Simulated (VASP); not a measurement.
All values below come from optB86b-vdW, VASP's PBE PAW potentials (set 64) (plane waves; VASP 6.6.1).

The input files of a VASP run:

### POSCAR
```
Co
1.0
  1.2106908249  -2.0969782422   0.0000000000
  1.2106908249   2.0969782422   0.0000000000
  0.0000000000   0.0000000000   3.9043931163
Co
2
Cart
  1.2106908249   0.6989941454   0.9760982791
  1.2106908249  -0.6989941454   2.9282948372
```

**INCAR**
```
AGGAC = 0.0
ALGO = Normal
EDIFF = 1E-7
EDIFFG = -0.01
ENCUT = 520
GGA = MK
IBRION = 2
ISIF = 4
ISMEAR = 1
ISPIN = 2
LASPH = .TRUE.
LCHARG = .FALSE.
LMAXMIX = 4
LORBIT = 10
LREAL = .FALSE.
LUSE_VDW = .TRUE.
LWAVE = .FALSE.
MAGMOM = 1.6 1.6
NELM = 100
NSW = 30
PARAM1 = 0.1234
PARAM2 = 1.0
PREC = Accurate
SIGMA = 0.1
SYSTEM = Co
```

KPOINTS:
```
Automatic mesh
0
Gamma
17 17 9
0 0 0
```

POTCAR, in this order: Co (PBE.64 set). Program: vasp_std.

Question: What does the run give for the energy per atom (σ→0), cell moment, band gap (on the k-mesh)?

Answer: 
The energy per atom (σ→0) is -446.6 kJ/mol of atoms and the cell moment is 3.03 μB. The band gap (on the k-mesh) is none (metal, semimetal or under 0.01 eV).

### OSZICAR
```
...
DAV:   1    -0.925742572239E+01   -0.43914E-03   -0.13440E-02 11139   0.100E+00    0.126E-01
DAV:   2    -0.925714929850E+01    0.27642E-03   -0.19507E-04 13463   0.249E-01    0.646E-02
DAV:   3    -0.925705142487E+01    0.97874E-04   -0.11974E-04 12651   0.133E-01    0.174E-02
DAV:   4    -0.925705582555E+01   -0.44007E-05   -0.10087E-05 11236   0.473E-02    0.456E-03
DAV:   5    -0.925705505895E+01    0.76660E-06   -0.65311E-07 13652   0.149E-02    0.288E-03
DAV:   6    -0.925705484470E+01    0.21424E-06   -0.12653E-07  5689   0.696E-03    0.137E-03
DAV:   7    -0.925705483689E+01    0.78073E-08   -0.51066E-08  5251   0.253E-03
   2 F= -.92570548E+01 E0= -.92568052E+01  d E =-.682205E-04  mag=     3.0291
```

The compound is Co in the hcp structure. This cell is one point of a volume scan, at 0.94 of the reference volume. Symmetry was kept, so distortions that lower it aren't found.
